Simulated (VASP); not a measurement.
A convergence study with VASP on BN (wurtzite): a few settings are varied, all else stays as given below, so the limit is that of these other settings.

```xyz
4
Lattice="1.2750 -2.2084 0.0000 1.2750 2.2084 0.0000 0.0000 0.0000 4.2200" Properties=species:S:1:pos:R:3 pbc="T T T"
B      1.2750    -0.7361     2.1100
B      1.2750     0.7361     0.0000
N      1.2750    -0.7361     3.6925
N      1.2750     0.7361     1.5825
```

Method: PBE GGA, VASP's PBE PAW potentials (set 64) (plane waves; VASP). The last row used: 700 eV cut-off, 17×17×9 Γ-centred mesh, second-order Methfessel-Paxton smearing of 0.40 eV, potentials B N.

| setting | E (eV/atom) | pressure (GPa) | irreducible k-points |
|---|---|---|---|
| ISMEAR = -1, SIGMA = 0.01, 5×5×3 mesh | -8.7066 | 1.84 | 10 |
| ISMEAR = -1, SIGMA = 0.1, 5×5×3 mesh | -8.7066 | 1.84 | 10 |
| ISMEAR = 0, SIGMA = 0.01, 5×5×3 mesh | -8.7066 | 1.84 | 10 |
| ISMEAR = 0, SIGMA = 0.2, 5×5×3 mesh | -8.7066 | 1.84 | 10 |
| ISMEAR = 1, SIGMA = 0.05, 5×5×3 mesh | -8.7066 | 1.84 | 10 |
| ISMEAR = 1, SIGMA = 0.2, 5×5×3 mesh | -8.7066 | 1.84 | 10 |
| ISMEAR = 2, SIGMA = 0.05, 5×5×3 mesh | -8.7066 | 1.84 | 10 |
| ISMEAR = 2, SIGMA = 0.2, 5×5×3 mesh | -8.7066 | 1.84 | 10 |
| ISMEAR = -1, SIGMA = 0.01, 11×11×6 mesh | -8.7116 | 1.75 | 64 |
| ISMEAR = -1, SIGMA = 0.2, 11×11×6 mesh | -8.7116 | 1.75 | 64 |
| ISMEAR = 0, SIGMA = 0.01, 11×11×6 mesh | -8.7116 | 1.75 | 64 |
| ISMEAR = 0, SIGMA = 0.4, 11×11×6 mesh | -8.7116 | 1.75 | 64 |
| ISMEAR = 1, SIGMA = 0.05, 11×11×6 mesh | -8.7116 | 1.75 | 64 |
| ISMEAR = 1, SIGMA = 0.4, 11×11×6 mesh | -8.7116 | 1.74 | 64 |
| ISMEAR = 2, SIGMA = 0.05, 11×11×6 mesh | -8.7116 | 1.75 | 64 |
| ISMEAR = 2, SIGMA = 0.4, 11×11×6 mesh | -8.7116 | 1.75 | 64 |
| ISMEAR = -1, SIGMA = 0.05, 17×17×9 mesh | -8.7116 | 1.75 | 165 |
| ISMEAR = -1, SIGMA = 0.2, 17×17×9 mesh | -8.7116 | 1.75 | 165 |
| ISMEAR = 0, SIGMA = 0.1, 17×17×9 mesh | -8.7116 | 1.75 | 165 |
| ISMEAR = 0, SIGMA = 0.4, 17×17×9 mesh | -8.7116 | 1.75 | 165 |
| ISMEAR = 1, SIGMA = 0.1, 17×17×9 mesh | -8.7116 | 1.75 | 165 |
| ISMEAR = 1, SIGMA = 0.4, 17×17×9 mesh | -8.7116 | 1.74 | 165 |
| ISMEAR = 2, SIGMA = 0.1, 17×17×9 mesh | -8.7116 | 1.75 | 165 |
| ISMEAR = 2, SIGMA = 0.4, 17×17×9 mesh | -8.7116 | 1.75 | 165 |

Left out are rungs that failed or repeat a setting and relaxations that didn't move; long series are thinned to 24 rows.

The compound is BN in the wurtzite structure, a metastable high-pressure form. The cell was not relaxed at this level.
